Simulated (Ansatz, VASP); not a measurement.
TiSiTe4 in VASP and in Ansatz

```
Ti Si Te
1.0
     2.48827   -5.71750    0.00000
     2.48827    5.71750    0.00000
     0.00000    0.00000    5.30031
Ti Si Te
1 1 4
Direct
  0.00000 0.00000 0.00000
  0.50000 0.50000 0.50000
  0.63654 0.36346 0.00000
  0.13859 0.86141 0.50000
  0.86141 0.13859 0.50000
  0.36346 0.63654 0.00000
```

Change from the starting cell: species swapped into the GdDyC4 type (Cmmm, No. 65).

Alike in both runs: functional PBE; k mesh 4 × 4 × 4; occupations gaussian, width 0.1 eV; no spin polarisation.

Ansatz relaxed the structure, and its values are those at the end. VASP's run is a single point on that final structure, the one shown.

```csv
,VASP,Ansatz
version,VASP 6.6.1,Ansatz 0.2.0
potentials or method,"VASP PAW PBE potentials, release 64 (Ti_sv, Si, Te)","scalar-relativistic, plane waves, PAW"
plane-wave cutoff (eV),520,420
valence electrons in the cell,40,80
```

Ansatz gave:

* gap on the k mesh at the Fermi level (eV): none
* pressure (GPa): -0.1
* rms of the force components (eV/Å): 0.003

What did VASP give for the same quantities?

gap on the k mesh at the Fermi level (eV): none; pressure (GPa): -0.1; rms of the force components (eV/Å): 0.004.

A gap of «none» marks a metal or a gap that the smearing closes. The two sets of potentials don't hold the same shells in valence.

The runs have no spin-orbit coupling, so splittings on Te are missing.
